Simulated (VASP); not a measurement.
The input files of a VASP run:

**INCAR**
```
SYSTEM = Eu
PREC = Accurate
ENCUT = 400
EDIFF = 1E-6
NELM = 100
ALGO = Normal
LREAL = .FALSE.
LASPH = .TRUE.
ISMEAR = 1
SIGMA = 0.1
GGA = PE
LMAXMIX = 6
LWAVE = .FALSE.
LCHARG = .FALSE.
ISIF = 2
```

### KPOINTS
```
Automatic mesh
0
Gamma
3 3 3
0 0 0
```

POSCAR:
```
Eu
1
   -4.3274130000     4.3274130000     4.3274130000
    4.3274130000    -4.3274130000     4.3274130000
    4.3274130000     4.3274130000    -4.3274130000
Eu
1
Direct
  0.0000000000   0.0000000000   0.0000000000
```

POTCAR, in this order: Eu_2 (PBE.64 set). Program: vasp_std.

Output

File standard output:
```
 POSCAR found type information on POSCAR Eu
 POSCAR found :  1 types and       1 ions
 Reading from existing POTCAR
 Reading from existing POTCAR
 LDA part: xc-table for (Slater+PW92), standard interpolation
 POSCAR, INCAR and KPOINTS ok, starting setup
 WAVECAR not read
 entering main loop
       N       E                     dE             d eps       ncg     rms          rms(c)
DAV:   1     0.133141768642E+01    0.13314E+01   -0.29127E+03    96   0.500E+02
DAV:   2    -0.187874161959E-01   -0.13502E+01   -0.13502E+01    96   0.343E+01
DAV:   3    -0.410690771336E-01   -0.22282E-01   -0.22270E-01   112   0.403E+00
DAV:   4    -0.418780823661E-01   -0.80901E-03   -0.80881E-03    96   0.557E-01
DAV:   5    -0.419009265128E-01   -0.22844E-04   -0.22844E-04   112   0.929E-02    0.747E-02
DAV:   6    -0.419291443146E-01   -0.28218E-04   -0.80770E-05    80   0.485E-02    0.509E-02
DAV:   7    -0.420128568634E-01   -0.83713E-04   -0.51129E-04   112   0.114E-01    0.147E-02
DAV:   8    -0.420674083592E-01   -0.54551E-04   -0.89257E-05    88   0.503E-02    0.388E-03
DAV:   9    -0.420696693689E-01   -0.22610E-05   -0.47827E-06   112   0.145E-02    0.145E-03
DAV:  10    -0.420705302813E-01   -0.86091E-06   -0.11981E-06    96   0.697E-03
   1 F= -.42070530E-01 E0= -.43164987E-01  d E =0.328337E-02
```

OUTCAR:
```
------------------------ aborting loop because EDIFF is reached ----------------------------------------
  FORCE on cell =-STRESS in cart. coord.  units (eV):
  Direction    XX          YY          ZZ          XY          YZ          ZX
  --------------------------------------------------------------------------------------
  Total       -0.1441926     -0.1441926     -0.1441926      0.0000000      0.0000000     -0.0000000
  in kB       -0.7127031     -0.7127031     -0.7127031      0.0000000      0.0000000     -0.0000000
  external PRESSURE =      -0.7127031 kB  Pullay stress =       0.0000000 kB
  volume of cell :      324.15
      direct lattice vectors                 reciprocal lattice vectors
    -4.327413000  4.327413000  4.327413000     0.000000000  0.115542473  0.115542473
     4.327413000 -4.327413000  4.327413000     0.115542473  0.000000000  0.115542473
     4.327413000  4.327413000 -4.327413000     0.115542473  0.115542473  0.000000000
 POSITION                                       TOTAL-FORCE (eV/Angst)
 -----------------------------------------------------------------------------------
      0.00000      0.00000      0.00000        -0.000000     -0.000000      0.000000
 -----------------------------------------------------------------------------------
    total drift:                                0.000000      0.000000      0.000000
  FREE ENERGIE OF THE ION-ELECTRON SYSTEM (eV)
  ---------------------------------------------------
  free  energy   TOTEN  =        -0.0420705303 eV

  energy  without entropy=       -0.0453539010  energy(sigma->0) =       -0.04316499
```
(Selected blocks of OUTCAR.)

The run ends quietly. Is anything wrong with it?

The cause: the lattice was typed in bohr, and VASP reads ångström. The run ends without an error. Against the sound run, the energy per atom (σ→0) increases by 1.802 eV/atom; the pressure rises by 0.93 GPa; the volume grows by 570 %. To mend it, correct POSCAR, correct KPOINTS.
POSCAR:
```
Eu
1
   -2.2900000000     2.2900000000     2.2900000000
    2.2900000000    -2.2900000000     2.2900000000
    2.2900000000     2.2900000000    -2.2900000000
Eu
1
Direct
  0.0000000000   0.0000000000   0.0000000000
```
File KPOINTS:
```
Automatic mesh
0
Gamma
9 9 9
0 0 0
```
The mended run (PBE GGA, plane waves, VASP's PBE PAW potentials (set 64)) converges, and its OSZICAR ends with
```
   1 F= -.18458575E+01 E0= -.18453634E+01  d E =-.148229E-02
```

The compound is Eu in the bcc structure. The cell was not relaxed at this level. The 4f electrons are frozen in the core of the lanthanide potential, so 4f levels, which can set the real gap, and their magnetism are missing.
